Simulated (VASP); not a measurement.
Input for VASP

KPOINTS:
```
kpoints
0
gamma
  7 7 4
0 0 0
```

File POSCAR:
```
Sr(ZnAs)2
1
    4.1861230485    -0.0000000000     0.0000000000
   -2.0930615242     3.6252887279     0.0000000000
    0.0000000000     0.0000000000     7.1796693937
Sr Zn As
1 2 2
Direct
  0.0000000000   0.0000000000   0.0000000000
  0.6666670000   0.3333330000   0.3708168087
  0.3333330000   0.6666670000   0.6291831913
  0.6666670000   0.3333330000   0.7301739389
  0.3333330000   0.6666670000   0.2698260611
```

### INCAR
```
ALGO = Normal
EDIFF = 1E-7
ENCUT = 400
GGA = PS
ISIF = 2
ISMEAR = -5
LASPH = .True.
LCHARG = .True.
LEFG = .True.
LMAXMIX = 4
LORBIT = 11
LREAL = .False.
LWAVE = .False.
NEDOS = 601
NELM = 100
PREC = Accurate
SYSTEM = Sr(ZnAs)2
```

POTCAR, in this order: Sr_sv Zn As (PBE.64 set). Program: vasp_std.

Problem. Write an equivalent input for Ansatz.

Solution. One equivalent input (not run):
Ansatz 0.2 input:
```yaml
crystal:
  lattice:
    - [4.1861230, 0.0000000, 0.0000000]
    - [-2.0930615, 3.6252887, 0.0000000]
    - [0.0000000, 0.0000000, 7.1796694]
  atoms:
    - { symbol: Sr, position: [0.0000000, 0.0000000, 0.0000000] }
    - { symbol: Zn, position: [0.6666670, 0.3333330, 0.3708168] }
    - { symbol: Zn, position: [0.3333330, 0.6666670, 0.6291832] }
    - { symbol: As, position: [0.6666670, 0.3333330, 0.7301739] }
    - { symbol: As, position: [0.3333330, 0.6666670, 0.2698261] }
kpoints:
  mp_grid: { grid: [7, 7, 4] }
hamiltonian:
  xc: pbesol
  pseudopotentials: { kind: paw }
scf:
  occupations: { method: tetrahedron }
  max_iter: 100
output: { forces: true, stress: true, eigenvalues: true }
```
The two are equivalent in intent, not identical: each code has its own PAW files, so the cut-off isn't converted (ENCUT is set for VASP's; basis.ecutwfc is left out, and Ansatz then takes the one that its files recommend); Ansatz stops its SCF on the density residual and VASP on the energy change (EDIFF); the field gradients of LEFG aren't asked of the other code.

The structure comes from a computed database's SrZn2As2 entry (P-3m1); how it stands against other phases isn't given here. It was relaxed first.
